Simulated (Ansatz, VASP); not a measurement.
Os4C: VASP beside Ansatz

```
CELL_PARAMETERS angstrom
4.02778 0.00000 0.00000
0.00000 4.02778 0.00000
0.00000 0.00000 4.02778
ATOMIC_POSITIONS crystal
Os 0.50000 0.00000 0.00000
Os 0.00000 0.50000 0.00000
Os 0.00000 0.00000 0.50000
Os 0.50000 0.50000 0.50000
C 0.00000 0.00000 0.00000
```

Alike in both runs: functional PBE; k mesh 10 × 10 × 10; occupations gaussian, width 0.1 eV; no spin polarisation.

Ansatz relaxed the structure, and its values are those at the end. VASP's run is a single point on that final structure, the one shown.

|  | VASP | Ansatz |
| --- | --- | --- |
| version | VASP 6.6.1 | Ansatz 0.2.0 |
| potentials or method | VASP PAW PBE potentials, release 64 (Os, C) | scalar-relativistic, plane waves, PAW |
| plane-wave cutoff (eV) | 520 | 420 |
| valence electrons in the cell | 36 | 68 |

|  | VASP | Ansatz | Ansatz less VASP |
| --- | --- | --- | --- |
| gap on the k mesh at the Fermi level (eV) | none | none | - |
| pressure (GPa) | 1.6 | 0.0 | -1.64 |

A gap of «none» marks a metal or a gap that the smearing closes. The two sets of potentials don't hold the same shells in valence.

Spin-orbit coupling is left out, which matters for the levels of Os.
